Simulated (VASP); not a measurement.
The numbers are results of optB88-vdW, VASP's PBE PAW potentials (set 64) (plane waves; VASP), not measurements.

The input files of a VASP run:

### POSCAR
```
InSb
1.0
  0.0000000000   3.2400000000   3.2400000000
  3.2400000000   0.0000000000   3.2400000000
  3.2400000000   3.2400000000   0.0000000000
In Sb
1 1
Direct
  0.0000000000   0.0000000000   0.0000000000
  0.2500000000   0.2500000000   0.2500000000
```

INCAR:
```
SYSTEM = InSb
PREC = Accurate
ENCUT = 520
EDIFF = 1E-6
NELM = 100
ALGO = Normal
LREAL = .FALSE.
LASPH = .TRUE.
ISMEAR = 0
SIGMA = 0.05
GGA = BO
PARAM1 = 0.1833333333
PARAM2 = 0.22
LUSE_VDW = .TRUE.
AGGAC = 0.0
LMAXMIX = 4
LWAVE = .FALSE.
LCHARG = .FALSE.
IBRION = 2
ISIF = 3
NSW = 60
EDIFFG = -0.01
```

**KPOINTS**
```
Automatic mesh
0
Gamma
6 6 6
0 0 0
```

POTCAR, in this order: In_d Sb (PBE.64 set). Program: vasp_std.

Energy and stress use the plane-wave basis of the starting cell. Unless said otherwise, spin-orbit coupling is left out, though it shifts the bands of the heavy elements here.

Estimate the energy per atom (σ→0), volume per atom, band gap (on the k-mesh).

```json
{
 "energy per atom (σ→0)": "-0.833 eV/atom",
 "band gap (on the k-mesh)": "none (metal, semimetal or under 0.01 eV)",
 "volume_per_atom": "36.24 Å^3/atom"
}
```

### OSZICAR
```
...
DAV:   1    -0.174351196768E+01   -0.80641E-01   -0.19210E+00   516   0.265E+01    0.168E+00
DAV:   2    -0.167733056484E+01    0.66181E-01   -0.15399E-01   501   0.881E+00    0.596E-01
DAV:   3    -0.166708525076E+01    0.10245E-01   -0.31800E-02   546   0.349E+00    0.267E-01
DAV:   4    -0.166682316842E+01    0.26208E-03   -0.10769E-03   421   0.304E-01    0.160E-01
DAV:   5    -0.166670099352E+01    0.12217E-03   -0.13325E-04   529   0.114E-01    0.703E-02
DAV:   6    -0.166669495541E+01    0.60381E-05   -0.35040E-05   616   0.631E-02    0.124E-02
DAV:   7    -0.166669424542E+01    0.70998E-06   -0.18674E-06   298   0.232E-02
   3 F= -.16666942E+01 E0= -.16665157E+01  d E =-.368891E-01
```

The compound is InSb in the zinc blende structure. This run relaxes it. Symmetry was kept, so distortions that lower it aren't found.
